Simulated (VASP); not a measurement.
Calculation: PBE GGA, VASP's PBE PAW potentials (set 64) (plane waves; VASP).

Input for VASP

**INCAR**
```
SYSTEM = CuZn
PREC = Accurate; ENCUT = 400; LREAL = F
LASPH = T
EDIFF = 1E-7; NELM = 100; ALGO = Normal
LMAXMIX = 4
ISMEAR = -5
GGA = PE
ISIF = 2
LWAVE = F; LCHARG = T; LORBIT = 11
NEDOS = 601
```

KPOINTS:
```
Automatic mesh
0
Gamma
14 14 14
0 0 0
```

### POSCAR
```
CuZn
1
    2.9605579614     0.0000000000    -0.0000000000
   -0.0000000000     2.9605579614    -0.0000000000
    0.0000000000    -0.0000000000     2.9605579614
Zn Cu
1 1
Direct
  0.5000000000   0.5000000000   0.5000000000
  0.0000000000   0.0000000000   0.0000000000
```

POTCAR, in this order: Zn Cu (PBE.64 set). Program: vasp_std.

The run wrote:

**OSZICAR**
```
       N       E                     dE             d eps       ncg     rms          rms(c)
DAV:   1     0.103769647107E+03    0.10377E+03   -0.99686E+03  3712   0.212E+03
DAV:   2    -0.330354385216E+01   -0.10707E+03   -0.10447E+03  3600   0.309E+02
DAV:   3    -0.605855390788E+01   -0.27550E+01   -0.27482E+01  4321   0.670E+01
DAV:   4    -0.607857017380E+01   -0.20016E-01   -0.20001E-01  4307   0.502E+00
DAV:   5    -0.607881124243E+01   -0.24107E-03   -0.24110E-03  4641   0.584E-01    0.940E+00
DAV:   6    -0.595120939863E+01    0.12760E+00   -0.17142E+01  3933   0.107E+02    0.606E+00
DAV:   7    -0.501774777418E+01    0.93346E+00   -0.38583E+00  3843   0.102E+02    0.220E+00
DAV:   8    -0.502151579472E+01   -0.37680E-02   -0.19641E-01  4979   0.631E+00    0.126E+00
DAV:   9    -0.501216025703E+01    0.93555E-02   -0.23320E-02  4335   0.385E+00    0.459E-02
DAV:  10    -0.501217626782E+01   -0.16011E-04   -0.57547E-04  5370   0.443E-01    0.260E-02
DAV:  11    -0.501217933200E+01   -0.30642E-05   -0.21194E-05  4974   0.119E-01    0.113E-02
DAV:  12    -0.501217836204E+01    0.96996E-06   -0.12339E-06  4936   0.245E-02    0.178E-03
DAV:  13    -0.501217851176E+01   -0.14973E-06   -0.12620E-07  2637   0.102E-02    0.908E-04
DAV:  14    -0.501217836179E+01    0.14997E-06   -0.35844E-08  2346   0.521E-03    0.111E-04
DAV:  15    -0.501217838536E+01   -0.23570E-07   -0.84294E-09  2157   0.178E-03
   1 F= -.50121784E+01 E0= -.50121784E+01  d E =0.000000E+00
```

### OUTCAR
```
------------------------ aborting loop because EDIFF is reached ----------------------------------------
  FORCE on cell =-STRESS in cart. coord.  units (eV):
  Direction    XX          YY          ZZ          XY          YZ          ZX
  --------------------------------------------------------------------------------------
  Total        0.0266107      0.0266107      0.0266107     -0.0000000     -0.0000000      0.0000000
  in kB        1.6430307      1.6430307      1.6430307     -0.0000000     -0.0000000      0.0000000
  external PRESSURE =       1.6430307 kB  Pullay stress =       0.0000000 kB
  volume of cell :       25.95
      direct lattice vectors                 reciprocal lattice vectors
     2.960557961  0.000000000  0.000000000     0.337774167  0.000000000  0.000000000
     0.000000000  2.960557961  0.000000000     0.000000000  0.337774167  0.000000000
     0.000000000  0.000000000  2.960557961     0.000000000  0.000000000  0.337774167
 POSITION                                       TOTAL-FORCE (eV/Angst)
 -----------------------------------------------------------------------------------
      1.48028      1.48028      1.48028         0.000000      0.000000      0.000000
      0.00000      0.00000      0.00000         0.000000      0.000000      0.000000
 -----------------------------------------------------------------------------------
    total drift:                               -0.000000      0.000000      0.000000
  FREE ENERGIE OF THE ION-ELECTRON SYSTEM (eV)
  ---------------------------------------------------
  free  energy   TOTEN  =        -5.0121783854 eV

  energy  without entropy=       -5.0121783854  energy(sigma->0) =       -5.01217839

 total charge

# of ion       s       p       d       tot
------------------------------------------
    1        0.578   0.510   9.734  10.822
    2        0.422   0.372   9.177   9.971
--------------------------------------------------
tot          1.000   0.882  18.911  20.793
```
(Selected blocks of OUTCAR.)

**OUTCAR**
```
 val. band max:        5.4182552209   @ k =   0.4286   0.3571   0.2143

 cond. band min:       5.4985519943   @ k =   0.4286   0.2857   0.2857


 Fermi energy:         5.3871439874

 k-point     1 :       0.0000    0.0000    0.0000
  band No.  band energies     occupation
      1      -4.8258      2.00000
      2      -2.4033      2.00000
      3      -2.4033      2.00000
      4      -1.7332      2.00000
      5      -1.7332      2.00000
      6      -1.7332      2.00000
      7       1.8577      2.00000
      8       1.8577      2.00000
      9       2.6838      2.00000
     10       2.6838      2.00000
     11       2.6838      2.00000
     12      11.5641      0.00000
     13      11.5641      0.00000
     14      11.5641      0.00000
     15      16.5498      0.00000

 k-point     2 :       0.0714    0.0000    0.0000
  band No.  band energies     occupation
      1      -4.7344      2.00000
      2      -2.3931      2.00000
      3      -2.3839      2.00000
      4      -1.7412      2.00000
      5      -1.7412      2.00000
      6      -1.7293      2.00000
      7       1.8528      2.00000
      8       1.8662      2.00000
      9       2.6537      2.00000
     10       2.6537      2.00000
     11       2.6804      2.00000
     12      10.6803      0.00000
     13      11.7026      0.00000
     14      11.7026      0.00000
     15      16.5990      0.00000

 k-point     3 :       0.1429    0.0000    0.0000
  band No.  band energies     occupation
      1      -4.4632      2.00000
      2      -2.3643      2.00000
      3      -2.3272      2.00000
      4      -1.7636      2.00000
      5      -1.7636      2.00000
      6      -1.7185      2.00000
      7       1.8389      2.00000
      8       1.8851      2.00000
      9       2.5718      2.00000
     10       2.5718      2.00000
     11       2.6710      2.00000
     12       8.9682      0.00000
     13      12.1086      0.00000
     14      12.1086      0.00000
     15      16.7480      0.00000
...
```

For a metal the tetrahedron method with Blöchl corrections gives inexact stress and forces.

The compound is CuZn in the CsCl type structure. It was relaxed first. The electron count is odd and the run is not spin-polarised, which forces a metal.
